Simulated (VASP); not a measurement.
Given:

```yaml
crystal:
  lattice:
    - [3.92390, 0.00000, 0.00000]
    - [0.00000, 3.92390, 0.00000]
    - [0.00000, 0.00000, 3.92390]
  atoms:
    - { symbol: Sr, position: [0.00000, 0.00000, 0.00000] }
    - { symbol: V, position: [0.50000, 0.50000, 0.50000] }
    - { symbol: O, position: [0.50000, 0.00000, 0.50000] }
    - { symbol: O, position: [0.00000, 0.50000, 0.50000] }
    - { symbol: O, position: [0.50000, 0.50000, 0.00000] }
```

These are vdW-DF2, VASP's PBE PAW potentials (set 64) (plane waves; VASP 6.6.1) values and carry that method's errors. Settings: 520 eV cut-off, 9×9×9 Γ-centred mesh, tetrahedra with Blöchl corrections, potentials Sr_sv V_sv O.

The cores are frozen, which limits the accuracy of field gradients.

Q: Give the principal components of the electric field gradient (V/Å²) and the asymmetry η at each nucleus.

A: 
| atom | Vxx | Vyy | Vzz | η |
|---|---|---|---|---|
| Sr1 | 0.0 | 0.0 | 0.0 | - |
| V2 | 0.0 | 0.0 | 0.0 | - |
| O3 | -16.4 | -16.4 | 32.8 | 0.00 |
| O4 | -16.4 | -16.4 | 32.8 | 0.00 |
| O5 | -16.4 | -16.4 | 32.8 | 0.00 |

The compound is SrVO3 in the cubic perovskite structure. It was relaxed first, which changed the volume by +7 %. The run is not spin-polarised, so no magnetic state was tried.
